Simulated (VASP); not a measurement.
Data:

```
SnSi
1.0
    4.52904     0.00000     0.00000
   -2.26452     3.92227     0.00000
    0.00000     0.00000     5.75648
Si Sn
2 2
Cartesian
  0.00000   2.61485   1.43912
  2.26452   1.30742   4.31736
  2.26452   1.30742   1.43912
  0.00000   2.61485   4.31736
```

The numbers are results of LDA (Ceperley-Alder, Perdew-Zunger), VASP's LDA PAW potentials (set 64) (plane waves; VASP), not measurements. Numerical set-up: 400 eV cut-off, 9×9×6 Γ-centred mesh, tetrahedra with Blöchl corrections, potentials Si Sn_d.

Unless said otherwise, spin-orbit coupling is left out, though it shifts the bands of the heavy elements here.

### Question
Estimate the energy per atom (σ→0), band gap (on the k-mesh) with the smallest direct gap where there is one.

### Answer

```yaml
band gap (on the k-mesh): none (metal, semimetal or under 0.01 eV)
energy per atom (σ→0): -4.817 eV/atom
```

The absolute energy has meaning only against runs of the same code, potentials and settings.

The structure was generated: SiSn was put into the layered h-BN type type (P6_3/mmc), which need not be its known phase. It was relaxed first, which changed the volume by -38 %.
